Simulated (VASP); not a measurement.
LaSc: relaxation of cell and atoms with revPBE

LaSc:

```xyz
2
Lattice="3.9480 0.0000 0.0000 0.0000 3.9480 0.0000 0.0000 0.0000 3.9480" Properties=species:S:1:pos:R:3 pbc="T T T"
La    0.0000    0.0000    0.0000
Sc    1.9740    1.9740    1.9740
```

The cell was built by a generator and needn't be a form met in nature.

| Quantity | Value |
| --- | --- |
| Program | VASP 6.6.1 |
| Task | relaxation of cell and atoms |
| Functional | revPBE |
| Potentials or basis | VASP PAW PBE potentials, release 64 (La, Sc_sv) |
| Cutoff | 600 eV |
| k mesh | 7 × 7 × 7 |
| Occupations | fermi-dirac, width 0.05 eV |
| Spin | no spin polarisation |
| Further INCAR settings | ALGO = Normal; EDIFF = 1e-06; IBRION = 2; EDIFFG = -0.01; NSW = 60; ISIF = 3 |

| Property | Result |
| --- | --- |
| Relaxed volume | 31.81 Å³/atom |
| Relaxed cell | a = 3.992 Å, b = 3.992 Å, c = 3.992 Å, α = 90.00°, β = 90.00°, γ = 90.00° |
| Space group after relaxing (to 0.05 Å) | Pm-3m (No. 221) |
| Energy gained by relaxing | 3.8 meV/atom |
| Ionic steps | 2 |
| Pressure after relaxing | 0.0 GPa |
| Band gap on the k mesh | none (metal or under the smearing width) |

Step by step:
```csv
step,energy change (eV),largest force (eV/Å),pressure (GPa),volume (Å³)
1,0.0000,0.0000,1.20,61.54
2,-0.0076,0.0000,0.00,63.61
```

Final structure:
```
La Sc
1.0
     3.99187    0.00000    0.00000
     0.00000    3.99187    0.00000
     0.00000    0.00000    3.99187
La Sc
1 1
Direct
  0.00000 0.00000 0.00000
  0.50000 0.50000 0.50000
```

Levels at points of the mesh, in eV from the Fermi level:
| k point | band 9 | band 10 | band 11 | band 12 | band 13 | band 14 |
| --- | --- | --- | --- | --- | --- | --- |
| (0.00, 0.00, 0.00) | -4.00 | -1.44 | -1.44 | 1.35 | 1.35 | 1.35 |

Run time: 33 s on 1 thread of Intel(R) Xeon(R) Platinum 8375C CPU @ 2.90GHz (Ice Lake), with other jobs on the host, peak memory 0.2 GiB.

Caveat: the PAW data sets were made with another functional, which shifts forces and pressure a little. Spin-orbit coupling is left out, which matters for the levels of La.
